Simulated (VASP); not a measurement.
# TaSn (P6/mmm) in VASP: further runs

One crystal, TaSn, is run at these levels: PBE; tasks: equation of state.

Program: VASP 6.6.1. These are calculated values, not measurements. Logs are shortened: lines on timing, memory, paths and dates and some standing lists are left out, and cuts for length are marked.

**1. The crystal as given**

It takes space group P6/mmm (No. 191, hexagonal). Conventional cell: a = 5.793 Å, b = 5.793 Å, c = 4.831 Å, α = 90.00°, β = 90.00°, γ = 120.00°. Ta (site symmetry mmm) has 6 Sn at 2.90 to 2.94 Å and 4 Ta at 2.90 Å as nearest neighbours. Sn (site symmetry -6m2) has 6 Ta at 2.94 Å and 3 Sn at 3.34 Å as nearest neighbours. Sn (site symmetry 6/mmm) is surrounded by 6 Ta at 2.90 Å.

The cell was built by a generator and needn't be a form met in nature.

**2. Equation of state, PBE, 23.40 Å³/atom**

Contents of INCAR:

```
PREC     = Accurate       # precision mode
ENCUT    = 520            # plane-wave cutoff, eV
EDIFF    = 1E-6           # SCF threshold, eV
ISMEAR   = 0              # smearing method
SIGMA    = 0.1            # smearing width, eV
LREAL    = False          # projectors in reciprocal space
LASPH    = True           # aspherical terms in the spheres
NELM     = 100            # most SCF steps
ALGO     = Normal         # electronic algorithm
ISIF     = 4              # what is computed and relaxed
LWAVE    = False          # write WAVECAR
LCHARG   = False          # write CHGCAR
GGA      = PE             # functional
IBRION   = 2              # ionic algorithm
NSW      = 30             # ionic steps
EDIFFG   = -0.02          # ionic threshold
KPAR     = 4
```

Contents of KPOINTS:

```
Automatic mesh
0
Gamma
  6 6 6
```

Contents of POSCAR:

```
TaSn
1.0
    5.7927780000      0.0000000000      0.0000000000
   -2.8963890000      5.0166930000      0.0000000000
    0.0000000000      0.0000000000      4.8311500000
Ta Sn
3 3
Direct
    0.5000000000      0.0000000000      0.0000000000
    0.5000000000      0.5000000000      0.0000000000
    0.0000000000      0.5000000000      0.0000000000
    0.3333330000      0.6666670000      0.5000000000
    0.6666670000      0.3333330000      0.5000000000
    0.0000000000      0.0000000000      0.0000000000
```

Potentials or basis: VASP PAW PBE potentials, release 64 (Ta_pv, Sn_d).

Command:

```
$ cat potpaw_PBE.64/Ta_pv/POTCAR potpaw_PBE.64/Sn_d/POTCAR > POTCAR
$ mpirun -np 4 vasp_std > vasp.out
```

OUTCAR:

```text
PREC = Accurate
   ENCUT = 520
   EDIFF = 1E-6
   ISMEAR = 0
   LREAL = False
   LASPH = True
   NELM = 100
   ISIF = 4
   GGA = PE
   IBRION = 2
   NSW = 30
   EDIFFG = -0.02

 ion  position               nearest neighbor table
   1  0.500  0.000  0.000-   6 2.90   6 2.90   2 2.90   2 2.90   3 2.90   3 2.90   5 2.94   5 2.94
                             4 2.94   4 2.94
   2  0.500  0.500  0.000-   3 2.90   3 2.90   6 2.90   1 2.90   1 2.90   6 2.90   5 2.94   5 2.94
                             4 2.94   4 2.94
   3  0.000  0.500  0.000-   2 2.90   2 2.90   6 2.90   6 2.90   1 2.90   1 2.90   5 2.94   5 2.94
                             4 2.94   4 2.94
   4  0.333  0.667  0.500-   3 2.94   3 2.94   1 2.94   1 2.94   2 2.94   2 2.94   5 3.34   5 3.34
                             5 3.34
   5  0.667  0.333  0.500-   3 2.94   3 2.94   1 2.94   1 2.94   2 2.94   2 2.94   4 3.34   4 3.34
                             4 3.34
   6  0.000  0.000  0.000-   1 2.90   1 2.90   3 2.90   3 2.90   2 2.90   2 2.90

  LATTYP: Found a hexagonal cell.
 ALAT       =     5.7927780000
 C/A-ratio  =     0.8339953646

  Lattice vectors:

 A1 = (   5.7927780000,   0.0000000000,   0.0000000000)
 A2 = (  -2.8963890000,   5.0166930000,   0.0000000000)
 A3 = (   0.0000000000,   0.0000000000,   4.8311500000)

Analysis of symmetry for initial positions (statically):
=====================================================================
 Subroutine PRICEL returns:
 Original cell was already a primitive cell.

 Routine SETGRP: Setting up the symmetry group for a
 hexagonal supercell.

 Subroutine GETGRP returns: Found 24 space group operations
 (whereof 24 operations were pure point group operations)
 out of a pool of 24 trial point group operations.

The static configuration has the point symmetry D_6h.

Analysis of symmetry for dynamics (positions and initial velocities):
=====================================================================
 Subroutine PRICEL returns:
 Original cell was already a primitive cell.

 Routine SETGRP: Setting up the symmetry group for a
 hexagonal supercell.

 Subroutine GETGRP returns: Found 24 space group operations
 (whereof 24 operations were pure point group operations)
 out of a pool of 24 trial point group operations.

The dynamic configuration has the point symmetry D_6h.

 Subroutine INISYM returns: Found 24 space group operations
 (whereof 24 operations are pure point group operations),
 and found     1 'primitive' translations

----------------------------------------------------------------------------------------

                                     Primitive cell

  volume of cell :     140.3961

  direct lattice vectors                    reciprocal lattice vectors
     5.792778000  0.000000000  0.000000000     0.172628746  0.099667251  0.000000000
    -2.896389000  5.016693000  0.000000000     0.000000000  0.199334502  0.000000000
     0.000000000  0.000000000  4.831150000     0.000000000  0.000000000  0.206990054

  length of vectors
     5.792778000  5.792778081  4.831150000     0.199334505  0.199334502  0.206990054

  position of ions in fractional coordinates (direct lattice)
     0.500000000  0.000000000  0.000000000
     0.500000000  0.500000000  0.000000000
     0.000000000  0.500000000  0.000000000
     0.333333000  0.666667000  0.500000000
     0.666667000  0.333333000  0.500000000
     0.000000000  0.000000000  0.000000000

  ion indices of the primitive-cell ions
   primitive index   ion index
                 1           1
                 2           2
                 3           3
                 4           4
                 5           5
                 6           6

----------------------------------------------------------------------------------------

 KPOINTS: Automatic mesh

Automatic generation of k-mesh.
 Grid dimensions read from file:
 generate k-points for:    6    6    6

 Generating k-lattice:

  Cartesian coordinates                     Fractional coordinates (reciprocal lattice)
     0.028771458  0.016611208  0.000000000     0.166666667  0.000000000  0.000000000
     0.000000000  0.033222417  0.000000000     0.000000000  0.166666667  0.000000000
     0.000000000  0.000000000  0.034498342     0.000000000  0.000000000  0.166666667

  Length of vectors
     0.033222417  0.033222417  0.034498342

  Shift w.r.t. Gamma in fractional coordinates (k-lattice)
     0.000000000  0.000000000  0.000000000

 Subroutine IBZKPT returns following result:
 ===========================================

 Found     28 irreducible k-points:

 Following reciprocal coordinates:
            Coordinates               Weight
  0.000000  0.000000  0.000000      1.000000
  0.166667  0.000000  0.000000      6.000000
  0.333333  0.000000  0.000000      6.000000
  0.500000  0.000000  0.000000      3.000000
  0.166667  0.166667  0.000000      6.000000
  0.333333  0.166667  0.000000     12.000000
[... 16 lines left out ...]
  0.166667  0.000000  0.500000      6.000000
  0.333333  0.000000  0.500000      6.000000
 [... further k-points ...]
   k-points           NKPTS =     28   k-points in BZ     NKDIM =     28   number of bands    NBANDS=     45
   number of dos      NEDOS =    301   number of ions     NIONS =      6
   total plane-waves  NPLWV =  82944
   dimension x,y,z NGX =    48 NGY =   48 NGZ =   36
   dimension x,y,z NGXF=    96 NGYF=   96 NGZF=   72
   ions per type =               3   3
   NGX,Y,Z   is equivalent  to a cutoff of  13.78, 13.78, 12.39 a.u.
   NGXF,Y,Z  is equivalent  to a cutoff of  27.55, 27.55, 24.78 a.u.
 SYSTEM =  unknown system
   PREC   = accura    normal or accurate (medium, high low for compatibility)
   ISTART =      0    job   : 0-new  1-cont  2-samecut
   ICHARG =      2    charge: 1-file 2-atom 10-const
   ISPIN  =      1    spin polarized calculation?
   LNONCOLLINEAR =      F non collinear calculations
   LSORBIT =      F    spin-orbit coupling
   LASPH  =      T    aspherical Exc in radial PAW
   ENCUT  =  520.0 eV  38.22 Ry    6.18 a.u.  10.77 10.77  8.98*2*pi/ulx,y,z
   NELM   =    100;   NELMIN=  2; NELMDL= -5     # of ELM steps
   EDIFF  = 0.1E-05   stopping-criterion for ELM
   LREAL  =      F    real-space projection
   EDIFFG = -.2E-01   stopping-criterion for IOM
   NSW    =     30    number of steps for IOM
   IBRION =      2    ionic relax: 0-MD 1-quasi-New 2-CG
   NFREE  =      1    steps in history (QN), initial steepest desc. (CG)
   ISIF   =      4    stress and relaxation
   ISYM   =      2    0-nonsym 1-usesym 2-fastsym
   POTIM  = 0.5000    time-step for ionic-motion
   TEBEG  =    0.0;   TEEND  =   0.0 temperature during run
   PSTRESS=    0.0 pullay stress
   NELECT =      75.0000    total number of electrons
   NUPDOWN=      -1.0000    fix difference up-down
   EMIN   =  10.00;   EMAX   =-10.00  energy-range for DOS
   EFERMI =   0.00;   METHOD = LEGACY
   ISMEAR =     0;   SIGMA  =   0.10  broadening in eV -4-tet -1-fermi 0-gaus
   EFERMI_NEDOS =   21; number of points for ismear=-14 and -15
   IALGO  =     38    algorithm
   IMIX   =      4    mixing-type and parameters
     AMIX     =   0.40;   BMIX     =  1.00
     AMIX_MAG =   1.60;   BMIX_MAG =  1.00
  volume/ion in A,a.u.               =      23.40       157.91
  Fermi-wavevector in a.u.,A,eV,Ry     =   1.328343  2.510205 24.007418  1.764495
  Thomas-Fermi vector in A             =   2.457588
   LORBIT       =      0    0 simple, 1 ext, 2 COOP (PROOUT), +10 PAW based schemes
   GGA     = PE    functional components
   LHFCALC =     F    Hartree Fock is set to
   AEXX    =    0.0000 exact exchange contribution
   IVDW    =     0    specifies the selected vdW correction
   LEPSILON=     F    determine dielectric tensor
   LRPA    =     F    only Hartree local field effects (RPA)
 conjugate gradient relaxation of ions
 non-spin polarized calculation
 Gauss-broadening in eV      SIGMA  =   0.10
  energy-cutoff  :      520.00
  volume of cell :      140.40
 maximum number of plane-waves:      3816
 NGX is ok and might be reduce to    48
   NGX = 21   NGY = 21   NGZ = 17

 number of electron      75.0000006 magnetization

 Free energy of the ion-electron system (eV)
  ---------------------------------------------------
  ext. energy  EPLUGINS =         0.00000000
  ---------------------------------------------------
  free energy    TOTEN  =       -46.70020788 eV

  energy without entropy =      -46.69103767  energy(sigma->0) =      -46.69562277

 E-fermi :   6.6366     XC(G=0): -10.9309

 val. band max:        6.6060531671   @ k =   0.0000   0.0000   0.5000
 cond. band min:       6.6668304731   @ k =   0.3333   0.3333   0.1667
 fundamental gap:      0.0607773060
 Fermi energy:         6.6366417961

 k-point     1 :       0.0000    0.0000    0.0000
  band No.  band energies     occupation
      1     -28.1134      2.00000
      2     -27.9406      2.00000
      3     -27.8771      2.00000
      4     -27.8770      2.00000
      5     -27.8219      2.00000
      6     -27.8218      2.00000
[... 37 lines left out ...]
     44       9.7558      0.00000
     45       9.8011      0.00000

 k-point     2 :       0.1667    0.0000    0.0000
  band No.  band energies     occupation
      1     -28.0690      2.00000
      2     -27.9336      2.00000
      3     -27.8690      2.00000
      4     -27.8460      2.00000
      5     -27.8290      2.00000
      6     -27.8219      2.00000
[... 37 lines left out ...]
     44       9.6572      0.00000
     45       9.7965      0.00000

 k-point     3 :       0.3333    0.0000    0.0000
  band No.  band energies     occupation
      1     -27.9822      2.00000
      2     -27.9157      2.00000
      3     -27.8472      2.00000
      4     -27.8220      2.00000
      5     -27.8122      2.00000
      6     -27.7616      2.00000
[... 997 lines left out ...]
     44       9.1639      0.00000
     45       9.3170      0.00000

 k-point    24 :       0.3333    0.0000    0.5000
  band No.  band energies     occupation
      1     -27.9800      2.00000
      2     -27.9214      2.00000
      3     -27.8485      2.00000
      4     -27.8216      2.00000
      5     -27.8115      2.00000
      6     -27.7618      2.00000
[... 37 lines left out ...]
     44       8.8909      0.00000
     45       9.3001      0.00000

 [... further k-points ...]

------------------------ aborting loop because EDIFF is reached ----------------------------------------

  FORCE on cell =-STRESS in cart. coord.  units (eV):
  Direction    XX          YY          ZZ          XY          YZ          ZX
  --------------------------------------------------------------------------------------
  -------------------------------------------------------------------------------------
  Total        0.0007282      0.0007282     -0.0117475      0.0000000      0.0000000     -0.0000000
  in kB        0.0083097      0.0083097     -0.1340610      0.0000000      0.0000000     -0.0000000
  external PRESSURE =      -0.0391472 kB  Pullay stress =       0.0000000 kB

 VOLUME and BASIS-vectors are now :
 -----------------------------------------------------------------------------
  energy-cutoff  :      520.00
  volume of cell :      140.40
      direct lattice vectors                 reciprocal lattice vectors
     5.792778000  0.000000000  0.000000000     0.172628746  0.099667251  0.000000000
    -2.896389000  5.016693000  0.000000000     0.000000000  0.199334502  0.000000000
     0.000000000  0.000000000  4.831150000     0.000000000  0.000000000  0.206990054

 POSITION                                       TOTAL-FORCE (eV/Angst)
 -----------------------------------------------------------------------------------
      2.89639      0.00000      0.00000         0.000000     -0.000000      0.000000
      1.44819      2.50835      0.00000        -0.000000     -0.000000      0.000000
     -1.44819      2.50835      0.00000         0.000000     -0.000000      0.000000
     -0.00000      3.34446      2.41558         0.000000     -0.000000      0.000000
      2.89639      1.67223      2.41558        -0.000000      0.000000      0.000000
      0.00000      0.00000      0.00000         0.000000     -0.000000      0.000000
 -----------------------------------------------------------------------------------
    total drift:                                0.000000      0.000000      0.000000

  FREE ENERGIE OF THE ION-ELECTRON SYSTEM (eV)
  ---------------------------------------------------
  free  energy   TOTEN  =       -46.7002078810 eV

  energy  without entropy=      -46.6910376651  energy(sigma->0) =      -46.69562277

 reached required accuracy - stopping structural energy minimisation
```

It took 30 s on 4 MPI ranks of Intel Xeon Platinum 8559C (Emerald Rapids), shared host; peak memory 0.34 GiB.

Results:

```
Free energy            : -46.7002 eV
Pressure               : 0.0 GPa
Band gap on the k mesh : none (metal or under the smearing width)
```

**3. Equation of state, PBE, 22.70 Å³/atom (volume scaled by 0.97)**

INCAR is that of step 2.

KPOINTS is that of step 2.

POSCAR, as its differences from that of step 2:

```diff
@@ -2,5 +2,5 @@
 1.0
-    5.7927780000      0.0000000000      0.0000000000
-   -2.8963890000      5.0166930000      0.0000000000
-    0.0000000000      0.0000000000      4.8311500000
+    5.7342610901      0.0000000000      0.0000000000
+   -2.8671305451      4.9660158686      0.0000000000
+    0.0000000000      0.0000000000      4.7823471684
 Ta Sn
```

Potentials or basis: VASP PAW PBE potentials, release 64 (Ta_pv, Sn_d).

Command:

```
$ cat potpaw_PBE.64/Ta_pv/POTCAR potpaw_PBE.64/Sn_d/POTCAR > POTCAR
$ mpirun -np 4 vasp_std > vasp.out
```

Wall time 63 s (4 MPI ranks of Intel Xeon Platinum 8559C (Emerald Rapids), shared host); peak memory 0.37 GiB.

Results (log left out):

```
Free energy            : -46.6484 eV
Pressure               : 3.9 GPa
Band gap on the k mesh : none (metal or under the smearing width)
```

**4. Equation of state, PBE, 24.10 Å³/atom (volume scaled by 1.03)**

INCAR is that of step 3.

KPOINTS is that of step 3.

POSCAR, as its differences from that of step 3:

```diff
@@ -2,5 +2,5 @@
 1.0
-    5.7342610901      0.0000000000      0.0000000000
-   -2.8671305451      4.9660158686      0.0000000000
-    0.0000000000      0.0000000000      4.7823471684
+    5.8501359679      0.0000000000      0.0000000000
+   -2.9250679839      5.0663664582      0.0000000000
+    0.0000000000      0.0000000000      4.8789862793
 Ta Sn
```

Command:

```
$ cat potpaw_PBE.64/Ta_pv/POTCAR potpaw_PBE.64/Sn_d/POTCAR > POTCAR
$ mpirun -np 4 vasp_std > vasp.out
```

It took 47 s on 4 MPI ranks of Intel Xeon Platinum 8559C (Emerald Rapids), shared host; peak memory 0.36 GiB.

Results (log left out):

```yaml
Free_energy: -46.6563 eV
Pressure: -3.3 GPa
Band_gap_on_the_k_mesh: none (metal or under the smearing width)
```

**5. Equation of state, PBE, 22.00 Å³/atom (volume scaled by 0.94)**

INCAR is that of step 4.

KPOINTS is that of step 4.

POSCAR, as its differences from that of step 4:

```diff
@@ -2,5 +2,5 @@
 1.0
-    5.8501359679      0.0000000000      0.0000000000
-   -2.9250679839      5.0663664582      0.0000000000
-    0.0000000000      0.0000000000      4.8789862793
+    5.6745248597      0.0000000000      0.0000000000
+   -2.8372624298      4.9142827745      0.0000000000
+    0.0000000000      0.0000000000      4.7325274291
 Ta Sn
```

Command:

```
$ cat potpaw_PBE.64/Ta_pv/POTCAR potpaw_PBE.64/Sn_d/POTCAR > POTCAR
$ mpirun -np 4 vasp_std > vasp.out
```

It took 56 s on 4 MPI ranks of Intel Xeon Platinum 8559C (Emerald Rapids), shared host; peak memory 0.32 GiB.

Results (log left out):

```
Free energy            : -46.4836 eV
Pressure               : 8.6 GPa
Band gap on the k mesh : none (metal or under the smearing width)
```

**6. Equation of state, PBE, 24.80 Å³/atom (volume scaled by 1.06)**

INCAR is that of step 5.

KPOINTS is that of step 5.

POSCAR, as its differences from that of step 5:

```diff
@@ -2,5 +2,5 @@
 1.0
-    5.6745248597      0.0000000000      0.0000000000
-   -2.8372624298      4.9142827745      0.0000000000
-    0.0000000000      0.0000000000      4.7325274291
+    5.9063907262      0.0000000000      0.0000000000
+   -2.9531953631      5.1150845090      0.0000000000
+    0.0000000000      0.0000000000      4.9259024870
 Ta Sn
```

Potentials or basis: VASP PAW PBE potentials, release 64 (Ta_pv, Sn_d).

Command:

```
$ cat potpaw_PBE.64/Ta_pv/POTCAR potpaw_PBE.64/Sn_d/POTCAR > POTCAR
$ mpirun -np 4 vasp_std > vasp.out
```

Run time: 55 s. Hardware: 4 MPI ranks of Intel Xeon Platinum 8559C (Emerald Rapids), shared host; peak memory 0.39 GiB.

It converged, with:

| Quantity | Value |
| --- | --- |
| Free energy | -46.5313 eV |
| Pressure | -6.2 GPa |
| Band gap on the k mesh | none (metal or under the smearing width) |

**7. Equation of state, PBE, 21.29 Å³/atom (volume scaled by 0.91)**

INCAR is that of step 6.

KPOINTS is that of step 6.

POSCAR, as its differences from that of step 6:

```diff
@@ -2,5 +2,5 @@
 1.0
-    5.9063907262      0.0000000000      0.0000000000
-   -2.9531953631      5.1150845090      0.0000000000
-    0.0000000000      0.0000000000      4.9259024870
+    5.6135037341      0.0000000000      0.0000000000
+   -2.8067518670      4.8614369286      0.0000000000
+    0.0000000000      0.0000000000      4.6816360932
 Ta Sn
```

Command:

```
$ cat potpaw_PBE.64/Ta_pv/POTCAR potpaw_PBE.64/Sn_d/POTCAR > POTCAR
$ mpirun -np 4 vasp_std > vasp.out
```

It took 58 s on 4 MPI ranks of Intel Xeon Platinum 8559C (Emerald Rapids), shared host; peak memory 0.32 GiB.

Results (log left out):

* Free energy: -46.1855 eV
* Pressure: 14.1 GPa
* Band gap on the k mesh: none (metal or under the smearing width)

**8. Equation of state, PBE, 25.51 Å³/atom (volume scaled by 1.09)**

INCAR is that of step 7.

KPOINTS is that of step 7.

POSCAR, as its differences from that of step 7:

```diff
@@ -2,5 +2,5 @@
 1.0
-    5.6135037341      0.0000000000      0.0000000000
-   -2.8067518670      4.8614369286      0.0000000000
-    0.0000000000      0.0000000000      4.6816360932
+    5.9615938392      0.0000000000      0.0000000000
+   -2.9807969196      5.1628918081      0.0000000000
+    0.0000000000      0.0000000000      4.9719416274
 Ta Sn
```

Command:

```
$ cat potpaw_PBE.64/Ta_pv/POTCAR potpaw_PBE.64/Sn_d/POTCAR > POTCAR
$ mpirun -np 4 vasp_std > vasp.out
```

Wall time 58 s (4 MPI ranks of Intel Xeon Platinum 8559C (Emerald Rapids), shared host); peak memory 0.39 GiB.

It converged, with:

| Property | Result |
| --- | --- |
| Free energy | -46.3381 eV |
| Pressure | -8.6 GPa |
| Band gap on the k mesh | none (metal or under the smearing width) |
